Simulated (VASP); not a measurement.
Data:

```xyz
6
Lattice="1.6651 -2.8840 0.0000 1.6651 2.8840 0.0000 0.0000 0.0000 13.2238" Properties=species:S:1:pos:R:3 pbc="T T T"
W      1.6651     0.9613     3.3059
W      1.6651    -0.9613     9.9178
Se     1.6651     0.9613    11.6044
Se     1.6651    -0.9613     4.9926
Se     1.6651    -0.9613     1.6193
Se     1.6651     0.9613     8.2312
```

Computed with optB88-vdW, VASP's PBE PAW potentials (set 64) (plane waves; VASP 6.6.1). Settings: 520 eV cut-off, Gaussian smearing of 0.050 eV, potentials W_sv Se.

Unless said otherwise, spin-orbit coupling is left out, though it shifts the bands of the heavy elements here.

Problem. Give the energies of bands 17 to 30 at the high-symmetry points, in eV from the valence-band maximum.

Solution. 
```json
[
 {"band": "17", "Γ": "-2.57", "M": "-4.64", "K": "-4.58", "A": "-2.56", "L": "-4.28", "H": "-4.45"},
 {"band": "18", "Γ": "-2.55", "M": "-4.02", "K": "-4.33", "A": "-2.56", "L": "-4.28", "H": "-4.45"},
 {"band": "19", "Γ": "-2.55", "M": "-3.22", "K": "-3.90", "A": "-2.45", "L": "-3.18", "H": "-4.11"},
 {"band": "20", "Γ": "-1.51", "M": "-3.14", "K": "-3.90", "A": "-2.45", "L": "-3.18", "H": "-4.11"},
 {"band": "21", "Γ": "-1.51", "M": "-2.49", "K": "-3.61", "A": "-1.49", "L": "-2.42", "H": "-3.28"},
 {"band": "22", "Γ": "-1.46", "M": "-2.30", "K": "-3.61", "A": "-1.49", "L": "-2.42", "H": "-3.28"},
 {"band": "23", "Γ": "-1.46", "M": "-1.31", "K": "-2.47", "A": "-1.49", "L": "-1.21", "H": "-2.62"},
 {"band": "24", "Γ": "-1.09", "M": "-1.27", "K": "-2.47", "A": "-1.49", "L": "-1.21", "H": "-2.62"},
 {"band": "25", "Γ": "-0.96", "M": "-1.15", "K": "-0.39", "A": "-0.20", "L": "-1.20", "H": "-0.30"},
 {"band": "26", "Γ": "0.00", "M": "-1.10", "K": "-0.19", "A": "-0.20", "L": "-1.20", "H": "-0.30"},
 {"band": "27", "Γ": "2.56", "M": "1.99", "K": "1.25", "A": "2.56", "L": "2.01", "H": "1.25"},
 {"band": "28", "Γ": "2.56", "M": "2.02", "K": "1.25", "A": "2.56", "L": "2.01", "H": "1.25"},
 {"band": "29", "Γ": "2.60", "M": "2.23", "K": "1.97", "A": "2.56", "L": "2.38", "H": "2.44"},
 {"band": "30", "Γ": "2.61", "M": "2.48", "K": "2.96", "A": "2.56", "L": "2.38", "H": "2.44"}
]
```

The gap is indirect, 0.99 eV, from the valence maximum at Γ to the conduction minimum at K-Γ at 0.44.

The compound is WSe2 in the 2H layered structure. It was relaxed first, which changed the volume by +5 %.
